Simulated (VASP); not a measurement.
Cd$_{4}$S$_{3}$Se (ordered alloy cell): computed properties

These are PBEsol GGA, VASP's PBE PAW potentials (set 64) (plane waves; VASP 6.6.1) values and carry that method's errors.

For Cd₄S₃Se, the space group is Amm2 (38). The cell is a = 4.1651 Å, b = 8.3326 Å, c = 11.7737 Å, α = β = γ = 90.00° and the volume per atom is 25.54 Å^3/atom. The band gap (over mesh and band path) is 0.77 eV. The smallest direct gap (over mesh and band path) is 0.77 eV. The band-edge character is direct, Γ to Γ and the density comes out as 5.08 g/cm³.

```yaml
crystal:
  lattice:
    - [-0.00087, 5.89116, 5.88684]
    - [5.89116, -0.00087, 5.88684]
    - [2.94515, 2.94515, 0.00000]
  atoms:
    - { symbol: Cd, position: [0.99335, 0.99335, 0.01329] }
    - { symbol: Cd, position: [0.99625, 0.51001, 0.99374] }
    - { symbol: Cd, position: [0.51001, 0.99625, 0.99374] }
    - { symbol: Cd, position: [0.50036, 0.50036, 0.99929] }
    - { symbol: Se, position: [0.12583, 0.12583, 0.24834] }
    - { symbol: S, position: [0.12640, 0.62346, 0.25013] }
    - { symbol: S, position: [0.62346, 0.12640, 0.25013] }
    - { symbol: S, position: [0.62434, 0.62434, 0.25133] }
```

The structure was generated: Cd4S3Se was put into an ordered model structure (Amm2), which need not be its known phase. It was relaxed first. Symmetry was kept, so distortions that lower it aren't found.
